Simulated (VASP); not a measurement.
Computed with PBEsol GGA, VASP's PBE PAW potentials (set 64) (plane waves; VASP 6.6.1).

VASP input:

KPOINTS:
```
kpoints
0
G
  5 5 8
0 0 0
```

### POSCAR
```
TiO2
1.0
  4.5189193668   0.0000000000   0.0000000000
  0.0000000000   4.5189193668   0.0000000000
  0.0000000000   0.0000000000   2.9166002523
Ti O
2 4
Cart
  0.0000000000   0.0000000000   0.0000000000
  2.2594596834   2.2594596834   1.4583001261
  1.3693910787   1.3693910787   0.0000000000
  3.6288507621   0.8900686047   1.4583001261
  0.8900686047   3.6288507621   1.4583001261
  3.1495282881   3.1495282881   0.0000000000
```

**INCAR**
```
SYSTEM  =  TiO2
PREC  =  Accurate; ENCUT  =  620; LREAL  =  F
LASPH  =  T
EDIFF  =  1E-6; NELM  =  100; ALGO  =  Normal
LMAXMIX  =  4
ISMEAR  =  0; SIGMA  =  0.05
GGA  =  PS
IBRION  =  2; NSW  =  40; ISIF  =  3
EDIFFG  =  -0.02; PSTRESS  =  200
LWAVE  =  F; LCHARG  =  F
```

POTCAR, in this order: Ti_sv O (PBE.64 set). Program: vasp_std.

The resulting files:

**OSZICAR**
```
       N       E                     dE             d eps       ncg     rms          rms(c)
DAV:   1     0.725092164570E+03    0.72509E+03   -0.27729E+04  1680   0.229E+03
DAV:   2     0.655214826646E+02   -0.65957E+03   -0.63783E+03  1736   0.632E+02
DAV:   3    -0.659563434131E+02   -0.13148E+03   -0.12757E+03  2712   0.231E+02
DAV:   4    -0.719529302779E+02   -0.59966E+01   -0.59892E+01  2252   0.538E+01
DAV:   5    -0.722060032946E+02   -0.25307E+00   -0.25300E+00  2424   0.969E+00    0.343E+01
DAV:   6    -0.563577621323E+02    0.15848E+02   -0.10642E+02  2048   0.105E+02    0.122E+01
DAV:   7    -0.561129247471E+02    0.24484E+00   -0.13633E+01  2164   0.299E+01    0.855E+00
DAV:   8    -0.561786214064E+02   -0.65697E-01   -0.34090E+00  2140   0.180E+01    0.388E+00
DAV:   9    -0.560278140637E+02    0.15081E+00   -0.17282E+00  2088   0.123E+01    0.143E+00
DAV:  10    -0.560263096690E+02    0.15044E-02   -0.13749E-01  2144   0.303E+00    0.233E-01
DAV:  11    -0.560262702215E+02    0.39447E-04   -0.10211E-02  2168   0.767E-01    0.832E-02
DAV:  12    -0.560262837280E+02   -0.13506E-04   -0.75908E-04  2176   0.222E-01    0.433E-02
DAV:  13    -0.560262746674E+02    0.90606E-05   -0.60653E-05  2296   0.543E-02    0.118E-02
DAV:  14    -0.560262747467E+02   -0.79314E-07   -0.69547E-06  1976   0.252E-02
   1 F= -.48591540E+02 E0= -.48591540E+02  d E =-.485915E+02
       N       E                     dE             d eps       ncg     rms          rms(c)
DAV:   1    -0.576841652802E+02   -0.16579E+01   -0.79891E+01  2152   0.101E+02    0.160E+01
DAV:   2    -0.556366715914E+02    0.20475E+01   -0.85716E+00  2200   0.288E+01    0.661E+00
DAV:   3    -0.551412634740E+02    0.49541E+00   -0.31656E+00  2184   0.148E+01    0.169E+00
DAV:   4    -0.551921381931E+02   -0.50875E-01   -0.65707E-01  2120   0.531E+00    0.708E-01
DAV:   5    -0.551918524141E+02    0.28578E-03   -0.11313E-02  1944   0.873E-01    0.750E-01
DAV:   6    -0.552252790998E+02   -0.33427E-01   -0.38828E-02  2568   0.853E-01    0.735E-01
DAV:   7    -0.552414936383E+02   -0.16215E-01   -0.42526E-02  2716   0.103E+00    0.621E-01
DAV:   8    -0.552413931875E+02    0.10045E-03   -0.32040E-03  2100   0.470E-01    0.503E-01
DAV:   9    -0.552401926790E+02    0.12005E-02   -0.38638E-03  1872   0.680E-01    0.214E-01
DAV:  10    -0.552404882777E+02   -0.29560E-03   -0.18038E-03  2684   0.252E-01    0.169E-01
DAV:  11    -0.552404000639E+02    0.88214E-04   -0.28570E-04  1900   0.155E-01    0.892E-02
DAV:  12    -0.552403606825E+02    0.39381E-04   -0.54747E-05  2776   0.550E-02    0.402E-02
DAV:  13    -0.552403514994E+02    0.91831E-05   -0.15982E-05  2304   0.304E-02    0.136E-02
DAV:  14    -0.552403512130E+02    0.28637E-06   -0.33643E-06  1712   0.983E-03
   2 F= -.48447141E+02 E0= -.48447141E+02  d E =0.144399E+00
       N       E                     dE             d eps       ncg     rms          rms(c)
DAV:   1    -0.568379709270E+02   -0.15976E+01   -0.33279E+01  2136   0.704E+01    0.103E+01
DAV:   2    -0.560291241007E+02    0.80885E+00   -0.41276E+00  2024   0.212E+01    0.417E+00
DAV:   3    -0.558249723616E+02    0.20415E+00   -0.14637E+00  1744   0.810E+00    0.998E-01
DAV:   4    -0.558291778678E+02   -0.42055E-02   -0.30614E-01  2408   0.317E+00    0.855E-01
DAV:   5    -0.558366015350E+02   -0.74237E-02   -0.12576E-02  2052   0.110E+00    0.537E-01
DAV:   6    -0.558523447920E+02   -0.15743E-01   -0.30255E-02  2704   0.928E-01    0.238E-01
DAV:   7    -0.558532912822E+02   -0.94649E-03   -0.16273E-03  2008   0.253E-01    0.196E-01
DAV:   8    -0.558539623593E+02   -0.67108E-03   -0.12821E-03  1960   0.332E-01    0.286E-02
DAV:   9    -0.558540308832E+02   -0.68524E-04   -0.24663E-04  2320   0.922E-02    0.261E-02
DAV:  10    -0.558540272673E+02    0.36160E-05   -0.22949E-05  2664   0.318E-02    0.126E-02
DAV:  11    -0.558540265186E+02    0.74869E-06   -0.22898E-06  1364   0.108E-02
   3 F= -.48651683E+02 E0= -.48651683E+02  d E =-.601436E-01
       N       E                     dE             d eps       ncg     rms          rms(c)
DAV:   1    -0.558495636695E+02    0.44636E-02   -0.40911E-03  2180   0.749E-01    0.109E-01
DAV:   2    -0.558494662557E+02    0.97414E-04   -0.47117E-04  2180   0.215E-01    0.453E-02
DAV:   3    -0.558494417992E+02    0.24456E-04   -0.15982E-04  1804   0.915E-02    0.896E-03
DAV:   4    -0.558494443540E+02   -0.25547E-05   -0.33263E-05  1968   0.284E-02    0.851E-03
DAV:   5    -0.558494451911E+02   -0.83710E-06   -0.10598E-06   996   0.116E-02
   4 F= -.48651700E+02 E0= -.48651700E+02  d E =-.601600E-01
       N       E                     dE             d eps       ncg     rms          rms(c)
DAV:   1    -0.558461478184E+02    0.32965E-02   -0.14363E+00  1680   0.103E+01    0.684E-01
DAV:   2    -0.558425631231E+02    0.35847E-02   -0.50596E-02  1872   0.209E+00    0.414E-01
DAV:   3    -0.558394280838E+02    0.31350E-02   -0.79896E-03  1848   0.753E-01    0.127E-01
DAV:   4    -0.558393071040E+02    0.12098E-03   -0.17155E-03  2592   0.348E-01    0.676E-02
DAV:   5    -0.558393002973E+02    0.68067E-05   -0.18207E-04  2204   0.139E-01    0.348E-02
DAV:   6    -0.558393040802E+02   -0.37829E-05   -0.26326E-05  2272   0.456E-02    0.846E-03
DAV:   7    -0.558393042083E+02   -0.12806E-06   -0.36513E-06  1564   0.189E-02
   5 F= -.48654636E+02 E0= -.48654636E+02  d E =-.293605E-02
       N       E                     dE             d eps       ncg     rms          rms(c)
DAV:   1    -0.558409186151E+02   -0.16145E-02   -0.18230E-02  1680   0.116E+00    0.768E-02
DAV:   2    -0.558408768071E+02    0.41808E-04   -0.64989E-04  1908   0.237E-01    0.466E-02
DAV:   3    -0.558408377224E+02    0.39085E-04   -0.10399E-04  1880   0.846E-02    0.151E-02
DAV:   4    -0.558408354760E+02    0.22464E-05   -0.22651E-05  2584   0.416E-02    0.744E-03
DAV:   5    -0.558408352093E+02    0.26678E-06   -0.20870E-06  1272   0.159E-02
   6 F= -.48654686E+02 E0= -.48654686E+02  d E =-.298686E-02
```

### OUTCAR
```
------------------------ aborting loop because EDIFF is reached ----------------------------------------
  FORCE on cell =-STRESS in cart. coord.  units (eV):
  Direction    XX          YY          ZZ          XY          YZ          ZX
  --------------------------------------------------------------------------------------
  Total        7.1735300      7.1735300      7.2833889     -0.0000000      0.0000000      0.0000000
  in kB      199.6488021    199.6488021    202.7063186     -0.0000000      0.0000000      0.0000000
  external PRESSURE =       0.6679743 kB  Pullay stress =     200.0000000 kB
  volume of cell :       57.57
      direct lattice vectors                 reciprocal lattice vectors
     4.459942103 -0.000000000  0.000000000     0.224218157 -0.000000000  0.000000000
     0.000000000  4.459942103  0.000000000     0.000000000  0.224218157  0.000000000
     0.000000000  0.000000000  2.894132111     0.000000000  0.000000000  0.345526728
 POSITION                                       TOTAL-FORCE (eV/Angst)
 -----------------------------------------------------------------------------------
      4.45994     -0.00000      0.00000         0.000000      0.000000      0.000000
      2.22997      2.22997      1.44707        -0.000000      0.000000      0.000000
      1.34778      1.34778      0.00000         0.011775      0.011775      0.000000
      3.57775      0.88220      1.44707         0.011775     -0.011775      0.000000
      0.88220      3.57775      1.44707        -0.011775      0.011775      0.000000
      3.11217      3.11217      0.00000        -0.011775     -0.011775     -0.000000
 -----------------------------------------------------------------------------------
    total drift:                                0.000000     -0.000000     -0.000000
  FREE ENERGIE OF THE ION-ELECTRON SYSTEM (eV)
  ---------------------------------------------------
  free  energy   TOTEN  =       -55.8408352093 eV

  energy  without entropy=      -55.8408352093  energy(sigma->0) =      -55.84083521
  enthalpy is  TOTEN    =       -48.6546863871 eV   P V=        7.1861488221

 reached required accuracy - stopping structural energy minimisation
```
(Selected blocks of OUTCAR.)

### CONTCAR
```
TiO2
   1.00000000000000
     4.4599421031570046   -0.0000000000000000    0.0000000000000000
     0.0000000000000000    4.4599421031570046    0.0000000000000000
     0.0000000000000000    0.0000000000000000    2.8941321110256308
  Ti              O
     2     4
Direct
     1.0000000000000000    0.0000000000000000    0.0000000000000000
     0.5000000000000000    0.5000000000000000    0.5000000000000000
     0.3021958335179199    0.3021958335179199    0.0000000000000000
     0.8021958335179200    0.1978041664820801    0.5000000000000000
     0.1978041664820801    0.8021958335179200    0.5000000000000000
     0.6978041664820800    0.6978041664820800    0.0000000000000000
```

Energy and stress use the plane-wave basis of the starting cell.

The compound is TiO2 in the rutile structure. This run relaxes it under an external pressure of 20 GPa. Symmetry was kept, so distortions that lower it aren't found.
